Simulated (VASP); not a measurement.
# GaGe (I-4m2) in VASP: further runs, part 2 of 2

VASP 6.6.1. The steps go on from the part before.

## 4. Single point, PBEsol (strain +0.050 along x and y, +0.050 along z, atoms carried along)

Input file INCAR:

```
SYSTEM = GaGe
PREC     = Accurate       ! precision mode
ENCUT    = 520            ! plane-wave cutoff, eV
EDIFF    = 1E-7           ! SCF threshold, eV
ISMEAR   = 0              ! smearing method
SIGMA    = 0.15           ! smearing width, eV
LREAL    = .FALSE.        ! projectors in reciprocal space
LASPH    = .TRUE.         ! aspherical terms in the spheres
NELM     = 100            ! most SCF steps
ALGO     = Fast           ! electronic algorithm
ISIF     = 2              ! what is computed and relaxed
LWAVE    = .FALSE.        ! write WAVECAR
LCHARG   = .TRUE.         ! write CHGCAR
GGA      = PS             ! functional
LELF     = .TRUE.         ! ELF
LVHAR    = .TRUE.       
NBANDS   = 20             ! bands
```

Input file KPOINTS:

```
Automatic mesh
0
G
  14 14 14
  0 0 0
```

Input file POSCAR:

```
GaGe
1.0
    0.0000000000      3.0427362000      3.0427362000
    3.0427362000      0.0000000000      3.0427362000
    3.0427362000      3.0427362000      0.0000000000
Ga Ge
1 1
Direct
    0.7500000000      0.7500000000      0.7500000000
    0.0000000000      0.0000000000      0.0000000000
```

Potentials or basis: VASP PAW PBE potentials, release 64 (Ga_d, Ge_d).

Run with:

```
$ cat potpaw_PBE.64/Ga_d/POTCAR potpaw_PBE.64/Ge_d/POTCAR > POTCAR
$ mpirun -np 1 vasp_std > vasp.out
```

OUTCAR:

```text
SYSTEM = GaGe
   PREC = Accurate
   ENCUT = 520
   EDIFF = 1E-7
   ISMEAR = 0
   LREAL = .FALSE.
   LASPH = .TRUE.
   NELM = 100
   ISIF = 2
   GGA = PS

 ion  position               nearest neighbor table
   1  0.750  0.750  0.750-   2 2.64   2 2.64   2 2.64   2 2.64
   2  0.000  0.000  0.000-   1 2.64   1 2.64   1 2.64   1 2.64

  LATTYP: Found a face centered cubic cell.
 ALAT       =     6.0854724000

  Lattice vectors:

 A1 = (   0.0000000000,   3.0427362000,   3.0427362000)
 A2 = (   3.0427362000,   0.0000000000,   3.0427362000)
 A3 = (   3.0427362000,   3.0427362000,   0.0000000000)

Analysis of symmetry for initial positions (statically):
=====================================================================
 Subroutine PRICEL returns:
 Original cell was already a primitive cell.

 Routine SETGRP: Setting up the symmetry group for a
 face centered cubic supercell.

 Subroutine GETGRP returns: Found 24 space group operations
 (whereof 24 operations were pure point group operations)
 out of a pool of 48 trial point group operations.

The static configuration has the point symmetry T_d .

Analysis of symmetry for dynamics (positions and initial velocities):
=====================================================================
 Subroutine PRICEL returns:
 Original cell was already a primitive cell.

 Routine SETGRP: Setting up the symmetry group for a
 face centered cubic supercell.

 Subroutine GETGRP returns: Found 24 space group operations
 (whereof 24 operations were pure point group operations)
 out of a pool of 48 trial point group operations.

The dynamic configuration has the point symmetry T_d .

 Subroutine INISYM returns: Found 24 space group operations
 (whereof 24 operations are pure point group operations),
 and found     1 'primitive' translations

----------------------------------------------------------------------------------------

                                     Primitive cell

  volume of cell :      56.3408

  direct lattice vectors                    reciprocal lattice vectors
     0.000000000  3.042736200  3.042736200    -0.164325780  0.164325780  0.164325780
     3.042736200  0.000000000  3.042736200     0.164325780 -0.164325780  0.164325780
     3.042736200  3.042736200  0.000000000     0.164325780  0.164325780 -0.164325780

  length of vectors
     4.303078801  4.303078801  4.303078801     0.284620600  0.284620600  0.284620600

  position of ions in fractional coordinates (direct lattice)
     0.750000000  0.750000000  0.750000000
     0.000000000  0.000000000  0.000000000

  ion indices of the primitive-cell ions
   primitive index   ion index
                 1           1
                 2           2

----------------------------------------------------------------------------------------

 KPOINTS: Automatic mesh

Automatic generation of k-mesh.
 Grid dimensions read from file:
 generate k-points for:   14   14   14

 Generating k-lattice:

  Cartesian coordinates                     Fractional coordinates (reciprocal lattice)
    -0.011737556  0.011737556  0.011737556     0.071428571  0.000000000  0.000000000
     0.011737556 -0.011737556  0.011737556     0.000000000  0.071428571  0.000000000
     0.011737556  0.011737556 -0.011737556     0.000000000  0.000000000  0.071428571

  Length of vectors
     0.020330043  0.020330043  0.020330043

  Shift w.r.t. Gamma in fractional coordinates (k-lattice)
     0.000000000  0.000000000  0.000000000

 Subroutine IBZKPT returns following result:
 ===========================================

 Found    104 irreducible k-points:

 Following reciprocal coordinates:
            Coordinates               Weight
  0.000000  0.000000  0.000000      1.000000
  0.071429  0.000000  0.000000      8.000000
  0.142857  0.000000  0.000000      8.000000
  0.214286  0.000000  0.000000      8.000000
  0.285714  0.000000  0.000000      8.000000
  0.357143  0.000000  0.000000      8.000000
[... 16 lines left out ...]
  0.214286  0.142857  0.000000     24.000000
  0.285714  0.142857  0.000000     24.000000
 [... further k-points ...]
   k-points           NKPTS =    104   k-points in BZ     NKDIM =    104   number of bands    NBANDS=     20
   number of dos      NEDOS =    301   number of ions     NIONS =      2
   total plane-waves  NPLWV =  32768
   dimension x,y,z NGX =    32 NGY =   32 NGZ =   32
   dimension x,y,z NGXF=    64 NGYF=   64 NGZF=   64
   ions per type =               1   1
   NGX,Y,Z   is equivalent  to a cutoff of  12.36, 12.36, 12.36 a.u.
   NGXF,Y,Z  is equivalent  to a cutoff of  24.73, 24.73, 24.73 a.u.
 SYSTEM =  GaGe
   PREC   = accura    normal or accurate (medium, high low for compatibility)
   ISTART =      0    job   : 0-new  1-cont  2-samecut
   ICHARG =      2    charge: 1-file 2-atom 10-const
   ISPIN  =      1    spin polarized calculation?
   LNONCOLLINEAR =      F non collinear calculations
   LSORBIT =      F    spin-orbit coupling
   LASPH  =      T    aspherical Exc in radial PAW
   ENCUT  =  520.0 eV  38.22 Ry    6.18 a.u.   8.00  8.00  8.00*2*pi/ulx,y,z
   NELM   =    100;   NELMIN=  2; NELMDL= -5     # of ELM steps
   EDIFF  = 0.1E-06   stopping-criterion for ELM
   LREAL  =      F    real-space projection
   EDIFFG = 0.1E-05   stopping-criterion for IOM
   NSW    =      0    number of steps for IOM
   IBRION =     -1    ionic relax: 0-MD 1-quasi-New 2-CG
   NFREE  =      0    steps in history (QN), initial steepest desc. (CG)
   ISIF   =      2    stress and relaxation
   ISYM   =      2    0-nonsym 1-usesym 2-fastsym
   POTIM  = 0.5000    time-step for ionic-motion
   TEBEG  =    0.0;   TEEND  =   0.0 temperature during run
   PSTRESS=    0.0 pullay stress
   NELECT =      27.0000    total number of electrons
   NUPDOWN=      -1.0000    fix difference up-down
   EMIN   =  10.00;   EMAX   =-10.00  energy-range for DOS
   EFERMI =   0.00;   METHOD = LEGACY
   ISMEAR =     0;   SIGMA  =   0.15  broadening in eV -4-tet -1-fermi 0-gaus
   EFERMI_NEDOS =   21; number of points for ismear=-14 and -15
   IALGO  =     68    algorithm
   IMIX   =      4    mixing-type and parameters
     AMIX     =   0.40;   BMIX     =  1.00
     AMIX_MAG =   1.60;   BMIX_MAG =  1.00
  volume/ion in A,a.u.               =      28.17       190.10
  Fermi-wavevector in a.u.,A,eV,Ry     =   1.281116  2.420958 22.330673  1.641258
  Thomas-Fermi vector in A             =   2.413505
   LORBIT       =      0    0 simple, 1 ext, 2 COOP (PROOUT), +10 PAW based schemes
   GGA     = PS    functional components
   LHFCALC =     F    Hartree Fock is set to
   AEXX    =    0.0000 exact exchange contribution
   IVDW    =     0    specifies the selected vdW correction
   LEPSILON=     F    determine dielectric tensor
   LRPA    =     F    only Hartree local field effects (RPA)
 non-spin polarized calculation
 RMM-DIIS sequential band-by-band and
 Gauss-broadening in eV      SIGMA  =   0.15
  energy-cutoff  :      520.00
  volume of cell :       56.34
 maximum number of plane-waves:      1540
   NGX = 17   NGY = 17   NGZ = 17

 number of electron      26.9999985 magnetization

 Free energy of the ion-electron system (eV)
  ---------------------------------------------------
  ext. energy  EPLUGINS =         0.00000000
  ---------------------------------------------------
  free energy    TOTEN  =        -7.65324666 eV

  energy without entropy =       -7.63685747  energy(sigma->0) =       -7.64505206

 E-fermi :   1.9009     XC(G=0):  -9.0892

 val. band max:        1.8931281998   @ k =  -0.2857   0.2857   0.0000
 cond. band min:       1.9042834178   @ k =   0.0714   0.0000   0.0000
 fundamental gap:      0.0111552180
 Fermi energy:         1.9008769029

 k-point     1 :       0.0000    0.0000    0.0000
  band No.  band energies     occupation
      1     -22.0122      2.00000
      2     -22.0122      2.00000
      3     -22.0122      2.00000
      4     -22.0000      2.00000
      5     -22.0000      2.00000
      6     -12.3283      2.00000
[... 12 lines left out ...]
     19       8.8690      0.00000
     20      12.0421      0.00000
[... 507 lines left out ...]
 k-point    24 :       0.2857    0.1429    0.0000
  band No.  band energies     occupation
      1     -22.0126      2.00000
      2     -22.0111      2.00000
      3     -22.0110      2.00000
      4     -22.0003      2.00000
      5     -21.9994      2.00000
      6     -12.3398      2.00000
[... 12 lines left out ...]
     19      10.0544      0.00000
     20      11.6185      0.00000

 [... further k-points ...]

------------------------ aborting loop because EDIFF is reached ----------------------------------------

  FORCE on cell =-STRESS in cart. coord.  units (eV):
  Direction    XX          YY          ZZ          XY          YZ          ZX
  --------------------------------------------------------------------------------------
  -------------------------------------------------------------------------------------
  Total       -2.4178693     -2.4178693     -2.4178693      0.0000000      0.0000000     -0.0000000
  in kB      -68.7575688    -68.7575688    -68.7575688      0.0000000      0.0000000     -0.0000000
  external PRESSURE =     -68.7575688 kB  Pullay stress =       0.0000000 kB

 VOLUME and BASIS-vectors are now :
 -----------------------------------------------------------------------------
  energy-cutoff  :      520.00
  volume of cell :       56.34
      direct lattice vectors                 reciprocal lattice vectors
     0.000000000  3.042736200  3.042736200    -0.164325780  0.164325780  0.164325780
     3.042736200  0.000000000  3.042736200     0.164325780 -0.164325780  0.164325780
     3.042736200  3.042736200  0.000000000     0.164325780  0.164325780 -0.164325780

 POSITION                                       TOTAL-FORCE (eV/Angst)
 -----------------------------------------------------------------------------------
      4.56410      4.56410      4.56410         0.000000      0.000000      0.000000
      0.00000      0.00000      0.00000        -0.000000     -0.000000     -0.000000
 -----------------------------------------------------------------------------------
    total drift:                               -0.000000     -0.000000      0.000000

  FREE ENERGIE OF THE ION-ELECTRON SYSTEM (eV)
  ---------------------------------------------------
  free  energy   TOTEN  =        -7.6532466605 eV

  energy  without entropy=       -7.6368574668  energy(sigma->0) =       -7.64505206
```

It took 49 s on 1 thread of AMD EPYC 9R45 (Zen 5), shared host; peak memory 0.23 GiB.

What came out:

```
Free energy            : -7.6532 eV
Pressure               : -6.9 GPa
Band gap on the k mesh : none (metal or under the smearing width)
```

Levels at points of the mesh, in eV from the Fermi level:
```tsv
k point	band 12	band 13	band 14	band 15	band 16	band 17
(0.00, 0.00, 0.00)	0.74	1.47	1.47	1.47	4.08	4.08
(0.50, 0.00, 0.00)	-4.94	0.37	0.37	1.43	5.03	5.03
(0.50, 0.50, 0.00)	-5.46	-1.01	-1.01	2.25	2.26	9.71
```

Caveat: the PAW data sets were made with another functional, which shifts forces and pressure a little.

## 5. Single point, PBEsol (strain -0.050 along x and y, +0.050 along z, atoms carried along)

Input file INCAR:

```
SYSTEM = GaGe
ALGO = Fast
EDIFF = 1E-6
ENCUT = 520
GGA = PS
ISIF = 2
ISMEAR = 0
LASPH = .True.
LCHARG = .True.
LELF = .True.
LREAL = .False.
LVHAR = .True.
LWAVE = .False.
NBANDS = 20
NELM = 100
PREC = Accurate
SIGMA = 0.15
```

Input file KPOINTS:

```
k-points
0
Gamma
  14 14 14
  0 0 0
```

Input file POSCAR:

```
GaGe
1.0
    0.0000000000      2.7529518000      3.0427362000
    2.7529518000      0.0000000000      3.0427362000
    2.7529518000      2.7529518000      0.0000000000
Ga Ge
1 1
Direct
    0.7500000000      0.7500000000      0.7500000000
    0.0000000000      0.0000000000      0.0000000000
```

Run with:

```
$ cat potpaw_PBE.64/Ga_d/POTCAR potpaw_PBE.64/Ge_d/POTCAR > POTCAR
$ mpirun -np 1 vasp_std > vasp.out
```

It took 94 s on 1 thread of AMD EPYC 9R45 (Zen 5), shared host; peak memory 0.32 GiB.

It converged, with:

- Free energy: -7.9246 eV
- Pressure: -0.2 GPa
- Band gap on the k mesh: none (metal or under the smearing width)

Stress tensor (GPa, compression positive):
```
-0.58  0.00  0.00
 0.00 -0.58  0.00
 0.00  0.00  0.52
```

Levels at points of the mesh, in eV from the Fermi level:
| k point | band 12 | band 13 | band 14 | band 15 | band 16 | band 17 |
| --- | --- | --- | --- | --- | --- | --- |
| (0.00, 0.00, 0.00) | 1.31 | 2.07 | 2.07 | 2.49 | 4.44 | 4.44 |
| (0.50, 0.00, 0.00) | -5.53 | -0.03 | 0.93 | 2.09 | 5.38 | 5.85 |
| (0.50, 0.50, 0.00) | -6.31 | -0.81 | -0.81 | 2.82 | 3.05 | 11.48 |
| (0.50, 0.00, 0.50) | -5.71 | -1.55 | -1.47 | 2.07 | 2.18 | 10.79 |

Caveat: the PAW data sets were made with another functional, which shifts forces and pressure a little.

## 6. Overview

| cell | further INCAR settings | gap on the mesh (eV) | pressure (GPa) |
| --- | --- | --- | --- |
| strain +0.050 along x and y, -0.050 along z, atoms carried along | ALGO = Fast; EDIFF = 1e-06; NBANDS = 20 | none | -4.6 |
| strain +0.000 along x and y, +0.050 along z, atoms carried along | ALGO = Fast; EDIFF = 1e-07; NBANDS = 20 | none | -4.4 |
| strain +0.050 along x and y, +0.050 along z, atoms carried along | ALGO = Fast; EDIFF = 1e-07; NBANDS = 20 | none | -6.9 |
| strain -0.050 along x and y, +0.050 along z, atoms carried along | ALGO = Fast; EDIFF = 1e-06; NBANDS = 20 | none | -0.2 |

Alike in all rows: task single point; level PBEsol; potentials or basis VASP PAW PBE potentials, release 64 (Ga_d, Ge_d); no spin polarisation; k mesh 14 × 14 × 14; cutoff (eV) 520; smearing gaussian 0.15 eV.

Caveats: the PAW data sets were made with another functional, which shifts forces and pressure a little.

Total energies depend on the potentials used, so only differences within one code and one set of settings carry meaning.
